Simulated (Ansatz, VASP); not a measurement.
# Mo: VASP beside Ansatz, part 2 of 2

One calculation is typed for both programs; each brings its own data sets. How far apart do they land? The cell is taken from a series of runs on this material, whose earlier steps may have relaxed, scaled, displaced or heated it; both programs get it as it stands.

VASP 6.6.1 and Ansatz 0.2.0.

So far: The starting structure; VASP: elastic constants, PBEsol.

### 3. Ansatz: elastic constants, PBEsol

Level of this step: Ansatz beside VASP: Kohn-Sham DFT, plane waves, PBEsol (Ansatz).

Ansatz runs on its default PAW (the set named soft_2) files.

The same cell, functional, mesh and smearing now go to Ansatz, which takes its cutoff from its data sets.

input.yaml reads:

```yaml
crystal:
  lattice:
    - [-1.573415, 1.573415, 1.573415]
    - [1.573415, -1.573415, 1.573415]
    - [1.573415, 1.573415, -1.573415]
  atoms:
    - { symbol: Mo, position: [0.0, 0.0, 0.0] }
kpoints:
  mp_grid: { grid: [24, 24, 24] }
hamiltonian:
  xc: pbesol
scf:
  occupations: { method: fermi_dirac, width: 0.15 }
output:
  forces: true
  stress: true
  eigenvalues: true
elastic:
  mode: relaxed_ion
  amplitude: 0.01
```

Run with:

```
$ ansatz run input.yaml --threads 4 --pin off --max-ram 14336MiB --backend cpu --events-out ev --progress --plain --runs-dir out
```

Numbers of over 12 decimals in the logs are rounded to 6 here.

Output:

```text
Engine: ansatz 0.2.0, aarch64-unknown-linux-gnu
Pseudopotentials: kind: paw
Pseudopotential: Mo, paw, valence charge 14, recommended cutoff 420 eV (normal), Mo.paw.azcp
Functional definition: PBEsol
  exchange = pbesol_x
  correlation = pbesol_c
Crystal: 1 atoms, lattice volume = 15.581 Å³
Basis set: ecut = 420 eV, 321 PW (Γ), exchange–correlation on 40×40×40 points (8 copies of the dense FFT grid, shifted against one another)
Bands: 11, of which v1, the nominal top of the filled ones, is band 7 counted from 1 (6 counted from 0)
Symmetry: 48 space group operations
Space group: Im-3m (ITA 229), of the structure as read, at distance tolerance 2.5e-5 Å
k-points: 413 of 13824
Non-local potential: Mo, projectors of the file, l = 0: 3, l = 1: 2, l = 2: 2, l = 3: 1
PAW form: soft (Blöchl's): semilocal exchange-correlation on the pseudo side does not see the compensation charge
PAW frozen core: Mo, regenerated for the run's functional, and the local potential with it (the file was generated under x = pbe(κ = 0.804, μ = 0.219515), c = pbe(β = 0.066725))
PAW one-centre angular grid: Mo, 590 points (default); XC on 64 Gauss nodes
Initial density: superposition of atomic densities (neutral atoms: chi_scale 0, normalization atom), corrected by the library's trained network
Initial wavefunctions: pseudopotential atomic-orbital guess
Functional: x = pbesol(κ = 0.804, μ = 0.123457), c = pbesol(β = 0.046)
SCF iter   1: F=—  HF=-4897.491574 eV  |F-HF|=—  |Δ(HF+E_count)|=         —  Δρ=5.87e-3  dr2=3.67e-3  ethr=1.77e-3  ⟨swp⟩=5.0  Hψ=25603  notcnv=0
preconditioner: auto → none  [metal: Δε(μ)=0.009 eV  Ē_g=8.369 eV  σ=0.150 eV  W_gap=0.01  n_scr=0 (ndim 8)  ℏωp=23.0 eV  f_vac=0.000  D(μ)=0.63/eV (n_scr^D=0)]
SCF iter   2: F=—  HF=-4897.490331 eV  |F-HF|=—  |Δ(HF+E_count)|=   1.24e-3  Δρ=2.20e-3  dr2=2.02e-4  ethr=2.62e-5  ⟨swp⟩=2.3  Hψ=9992  notcnv=0
SCF iter   3: F=—  HF=-4897.490317 eV  |F-HF|=—  |Δ(HF+E_count)|=   1.38e-5  Δρ=9.06e-4  dr2=3.29e-5  ethr=1.45e-6  ⟨swp⟩=1.0  Hψ=4629  notcnv=0
SCF iter   4: F=—  HF=-4897.490318 eV  |F-HF|=—  |Δ(HF+E_count)|=   1.24e-6  Δρ=4.34e-5  dr2=1.01e-7  ethr=2.35e-7  ⟨swp⟩=1.4  Hψ=5636  notcnv=0
SCF iter   5: F=—  HF=-4897.490318 eV  |F-HF|=—  |Δ(HF+E_count)|=   4.19e-7  Δρ=6.01e-6  dr2=3.21e-9  ethr=7.25e-10  ⟨swp⟩=2.1  Hψ=6294  notcnv=0
SCF iter   6: F=—  HF=-4897.490318 eV  |F-HF|=—  |Δ(HF+E_count)|=  8.35e-10  Δρ=1.01e-6  dr2=6.98e-11  ethr=2.30e-11  ⟨swp⟩=2.2  Hψ=6155  notcnv=0
SCF iter   7: F=—  HF=-4897.490318 eV  |F-HF|=—  |Δ(HF+E_count)|=  1.82e-12  Δρ=4.78e-8  dr2=1.55e-13  ethr=4.99e-13 (applied; sched 1.00e-12)  ⟨swp⟩=2.4  Hψ=6642  notcnv=0
SCF iter   8: F=-4897.490318 eV  HF=-4897.490318 eV  |F-HF|=1.82e-12  |Δ(HF+E_count)|=  2.73e-12  Δρ=3.09e-9  dr2=3.16e-16  ethr=1.00e-12  ⟨swp⟩=4.0  Hψ=13813  notcnv=0
SCF 1 converged in 8 iterations: F = -4897.490318 eV  dr2 = 3.16e-16
  greatest PAW one-centre occupation: 0.999 electrons in one spin orbital (limit 2), on the Mo atom at site 0 (counted from 0), in its partial waves of l = 0
Crystal: 1 atoms, lattice volume = 15.269 Å³
Symmetry: 16 space group operations
k-points: 1063 of 13824
Initial density: handed on by an earlier stage of this run
Initial wavefunctions: those handed on with the density
iter 1 solved again at ethr=2.12e-6 eV; its pass at ethr=3.10e-3 eV (dr2=2.96e-4 eV) is discarded
SCF iter   1: F=—  HF=-4897.489210 eV  |F-HF|=—  |Δ(HF+E_count)|=         —  Δρ=2.49e-3  dr2=2.85e-4  ethr=2.12e-6  ⟨swp⟩=2.1  Hψ=88613  notcnv=0
preconditioner: auto → none  [metal: Δε(μ)=0.006 eV  Ē_g=8.530 eV  σ=0.150 eV  W_gap=0.01  n_scr=0 (ndim 8)  ℏωp=23.3 eV  f_vac=0.000  D(μ)=0.64/eV (n_scr^D=0)]
[...]
SCF 2 converged in 7 iterations: F = -4897.489238 eV  dr2 = 9.86e-14
Crystal: 1 atoms, lattice volume = 15.892 Å³
[...]
SCF 4 converged in 4 iterations: F = -4897.483940 eV  dr2 = 7.72e-14
Crystal: 1 atoms, lattice volume = 15.425 Å³
[...]
preconditioner: auto → none  [metal: Δε(μ)=0.008 eV  Ē_g=8.443 eV  σ=0.150 eV  W_gap=0.01  n_scr=0 (ndim 8)  ℏωp=23.2 eV  f_vac=0.000  D(μ)=0.64/eV (n_scr^D=0)]
[...]
SCF 5 converged in 4 iterations: F = -4897.492184 eV  dr2 = 7.92e-14
Crystal: 1 atoms, lattice volume = 15.579 Å³
Symmetry: 8 space group operations
k-points: 1963 of 13824
[...]
preconditioner: auto → none  [metal: Δε(μ)=0.002 eV  Ē_g=8.358 eV  σ=0.150 eV  W_gap=0.00  n_scr=0 (ndim 8)  ℏωp=23.0 eV  f_vac=0.000  D(μ)=0.64/eV (n_scr^D=0)]
[...]
SCF 6 converged in 7 iterations: F = -4897.488410 eV  dr2 = 3.30e-14
[...]
preconditioner: auto → none  [metal: Δε(μ)=0.008 eV  Ē_g=8.357 eV  σ=0.150 eV  W_gap=0.01  n_scr=0 (ndim 8)  ℏωp=23.0 eV  f_vac=0.000  D(μ)=0.64/eV (n_scr^D=0)]
[...]
SCF iter   3: F=—  HF=-4897.488410 eV  |F-HF|=—  |Δ(HF+E_count)|=   9.12e-8  Δρ=2.87e-5  dr2=1.99e-8  ethr=2.17e-9  ⟨swp⟩=1.1  Hψ=22428  notcnv=0
SCF iter   4: F=—  HF=-4897.488410 eV  |F-HF|=—  |Δ(HF+E_count)|=   1.18e-8  Δρ=4.34e-6  dr2=3.42e-10  ethr=1.42e-10  ⟨swp⟩=2.7  Hψ=32517  notcnv=0
SCF iter   5: F=—  HF=-4897.488410 eV  |F-HF|=—  |Δ(HF+E_count)|=  3.60e-10  Δρ=4.37e-7  dr2=5.23e-12  ethr=2.44e-12  ⟨swp⟩=2.8  Hψ=37083  notcnv=0
SCF iter   6: F=-4897.488410 eV  HF=-4897.488410 eV  |F-HF|=9.09e-13  |Δ(HF+E_count)|=    0.00e0  Δρ=1.41e-8  dr2=1.15e-14  ethr=1.00e-12  ⟨swp⟩=3.2  Hψ=81875  notcnv=0
SCF 7 converged in 6 iterations: F = -4897.488410 eV  dr2 = 1.15e-14
Crystal: 1 atoms, lattice volume = 15.580 Å³
SCF iter   1: F=—  HF=-4897.489842 eV  |F-HF|=—  |Δ(HF+E_count)|=         —  Δρ=3.00e-5  dr2=2.96e-9  ethr=1.00e-12  ⟨swp⟩=8.8  Hψ=183537  notcnv=0
preconditioner: auto → none  [metal: Δε(μ)=0.004 eV  Ē_g=8.357 eV  σ=0.150 eV  W_gap=0.01  n_scr=0 (ndim 8)  ℏωp=23.0 eV  f_vac=0.000  D(μ)=0.64/eV (n_scr^D=0)]
SCF iter   2: F=—  HF=-4897.489842 eV  |F-HF|=—  |Δ(HF+E_count)|=   1.12e-8  Δρ=1.50e-5  dr2=7.36e-10  ethr=1.00e-12  ⟨swp⟩=1.0  Hψ=37543  notcnv=0
SCF iter   3: F=-4897.489842 eV  HF=-4897.489842 eV  |F-HF|=0.00e0  |Δ(HF+E_count)|=   3.74e-9  Δρ=3.58e-8  dr2=4.64e-14  ethr=1.00e-12  ⟨swp⟩=4.1  Hψ=87617  notcnv=0
SCF 8 converged in 3 iterations: F = -4897.489842 eV  dr2 = 4.64e-14
SCF iter   1: F=—  HF=-4897.489842 eV  |F-HF|=—  |Δ(HF+E_count)|=         —  Δρ=3.00e-5  dr2=2.96e-9  ethr=1.00e-12  ⟨swp⟩=8.6  Hψ=182025  notcnv=0
SCF iter   2: F=—  HF=-4897.489842 eV  |F-HF|=—  |Δ(HF+E_count)|=   1.12e-8  Δρ=1.50e-5  dr2=7.36e-10  ethr=1.00e-12  ⟨swp⟩=1.0  Hψ=37459  notcnv=0
SCF iter   3: F=-4897.489842 eV  HF=-4897.489842 eV  |F-HF|=9.09e-13  |Δ(HF+E_count)|=   3.75e-9  Δρ=3.29e-8  dr2=3.98e-14  ethr=1.00e-12  ⟨swp⟩=4.0  Hψ=86390  notcnv=0
SCF 9 converged in 3 iterations: F = -4897.489842 eV  dr2 = 3.98e-14
SCF converged after 8 iterations
Free energy (F): -4897.490318 eV
Harris-Foulkes:  -4897.490318 eV  (|F-HF|=1.82e-12)
Internal energy: -4897.441730 eV  (E = F + TS)
E sigma→0 (E₀):  -4897.466024 eV
Entropy (-TS):   -0.048588 eV (-48.588 meV/atom)
Fermi energy:    21.040305 eV
--- Per-component energies (eV) ---
  E_band       = -55.166681
  E_kinetic    = 440.892452
  E_local      = -782.734105  (includes V_loc(G=0)·N_el)
  E_nonlocal   = 144.480136
  E_hartree    = 257.905202
  E_xc         = -182.451004
  E_vxc        = -228.533009  (∫ρ·V_xc dr)
  E_paw        = -3143.764961  (= ΣΔE_a)
  E_vpaw       = -145.082596  (= ΣTr[D̂ρ^β])
  E_aug_tail   = 0.000037  (compensation charges beyond the density's cutoff)
  E_ewald      = -1631.978787
  E_core_change = 0.209299  (= ΣΔE_core)
  E_smearing   = -0.048588  (= −TS)
  E_closure    = 0.000000  (closes the sum)
  Σ components = -4897.490318   (vs F -4897.490318, Δ=0.00e0)
--- Forces (eV/Å), atoms counted from 1 ---
  atom   1  Mo     0.00000000     0.00000000     0.00000000
  max |Σ_I F_I| component: 3.70e-32 eV/Å
--- Stress (GPa, compression-positive) ---
       -4.290195       0.000000       0.000000
        0.000000      -4.290195      -0.000000
       -0.000000       0.000000      -4.290195
  P = ⅓ Tr σ = -4.2902 GPa (-42.902 kbar)
--- Band table (eV; the first three rows and the last of 413) ---
  k-point 0: bands = [... 3 lower, -13.4148, 13.7670, 19.6810, 19.6810, 19.6810, 22.7035, 22.7035, 35.7213]
  k-point 1: bands = [... 3 lower, -13.4150, 13.8449, 19.6366, 19.6744, 19.7539, 22.6357, 22.7046, 35.7808]
  k-point 2: bands = [... 3 lower, -13.4155, 14.0725, 19.5093, 19.6485, 19.9709, 22.4638, 22.7094, 35.9409]
  k-point 412: bands = [... 3 lower, -14.3957, 15.5640, 15.5640, 25.0771, 25.0771, 25.0771, 30.0824, 30.0824]
--- Elastic constants: 2 strain directions × 4 members + reference (group order 48) ---
  dense FFT box of the reference and of every strained cell: 20×20×20
  strains applied: 11, 23; error gains: componentwise 1.00 (the most a stress slope's error grows in a printed constant), spectral 1.73 (1 for all six strains in a standard setting)
  C = ∂σ_k/∂η_j (tension-positive GPa; Voigt order 11 22 33 23 13 12):
       464.006    159.242    159.242      0.000     -0.000     -0.000
       159.242    464.006    159.242      0.000      0.000     -0.000
       159.242    159.242    464.006     -0.000     -0.000      0.000
         0.000      0.000     -0.000    100.167     -0.000     -0.000
        -0.000      0.000      0.000      0.000    100.167     -0.000
        -0.000      0.000     -0.000     -0.000     -0.000    100.167
  reference stress σ⁰ (GPa):      4.290      4.290      4.290     -0.000     -0.000     -0.000
  C* (energy form; C + prestress term) asymmetry max|C*_kj − C*_jk| = 5.684e-14 GPa — a small one proves nothing (zero by symmetry where the batch's group is 432, −43m or m−3m); a large one is finite-difference/SCF noise where every solve meets its electron count
  moduli (Voigt/Reuss/Hill, GPa): K = 260.83/260.83/260.83   G = 121.05/116.08/118.57   E = 308.89   ν = 0.303
  mechanically stable: yes (min eigenvalue of sym C = 100.17 GPa)
  strain η (Voigt 11):  stress-route row diagonal C_11 = 464.01 GPa, energy-path curvature d²(F+E_count+ΔE)/dδ²/Ω₀ = 463.99 GPa
    cells at ±δ against ±2δ: C31 159.42 and 159.94 GPa, apart by 0.11 % of the column's largest entry
         δ    σ_11 (GPa)             F (eV)   n_scf  n_hpsi   n_pw
    -2.000e-2      -5.6082       -4897.4892380       7  225929    321   relax 0 steps, max|allowed force component| 0.00e0 eV/Å
    -1.000e-2      -0.5038       -4897.4921842       4  205937    321   relax 0 steps, max|allowed force component| 0.00e0 eV/Å
     1.000e-2       8.7781       -4897.4839395       4  205537    326   relax 0 steps, max|allowed force component| 0.00e0 eV/Å
     2.000e-2      12.9663       -4897.4733423       7  209958    329   relax 0 steps, max|allowed force component| 0.00e0 eV/Å
  strain η (Voigt 23):  stress-route row diagonal C_44 = 100.17 GPa, energy-path curvature d²(F+E_count+ΔE)/dδ²/Ω₀ = 98.00 GPa
    cells at ±δ against ±2δ: C44 100.20 and 100.29 GPa, apart by 0.09 % of the column's largest entry
         δ    σ_23 (GPa)             F (eV)   n_scf  n_hpsi   n_pw
    -2.000e-2      -2.0058       -4897.4884102       7  411194    321   relax 0 steps, max|allowed force component| 0.00e0 eV/Å
    -1.000e-2      -1.0020       -4897.4898416       3  329454    321   relax 0 steps, max|allowed force component| 0.00e0 eV/Å
     1.000e-2       1.0020       -4897.4898416       3  332271    321   relax 0 steps, max|allowed force component| 0.00e0 eV/Å
     2.000e-2       2.0058       -4897.4884102       6  377677    321   relax 0 steps, max|allowed force component| 0.00e0 eV/Å
```

The column dr2 measures how far the density is from self-consistency, as an energy; F and HF (Harris–Foulkes) agree once it is small.

### 4. Side by side

Known differences besides the potentials themselves: the cutoff is 420 eV in Ansatz and 500 eV in VASP; Ansatz makes its cores anew for this functional, VASP keeps those of its PBE data sets; VASP takes each elastic constant from one size of strain, Ansatz from those that its log lists. Total energies have different zeros and are not compared.

Compared:

| quantity | Ansatz | VASP | difference |
| --- | --- | --- | --- |
| C11 (GPa) | 464.0 | 469.8 | -1.23 % |
| C22 (GPa) | 464.0 | 469.8 | -1.23 % |
| C33 (GPa) | 464.0 | 469.8 | -1.23 % |
| C12 (GPa) | 159.2 | 165.6 | -3.85 % |
| C13 (GPa) | 159.2 | 165.6 | -3.85 % |
| C23 (GPa) | 159.2 | 165.6 | -3.85 % |
| C44 (GPa) | 100.2 | 101.0 | -0.85 % |
| C55 (GPa) | 100.2 | 101.0 | -0.85 % |
| C66 (GPa) | 100.2 | 101.0 | -0.85 % |

### 5. Results

| Quantity | Value |
| --- | --- |
| difference in C12 (elastic constants, PBEsol) | -3.8 % |

In words: The difference in C12 is -3.8 % (elastic constants, PBEsol), within the 5 % picked in this series as the mark of a large difference. How closely two codes agree says nothing of how well the functional describes the real material.

[Lines on the potential files, build, host, timing and source positions are cut from VASP's logs without a mark.]

[Logs are printed without paths, hosts, clocks, repeated set-up lines and the standing remarks that a program may print on its own settings, such as how far it seeks lower states.]

[Hosts, paths, dates, database ids (printed as entryN), source tags and the programs' standing remarks are cut or masked in the printed files.]
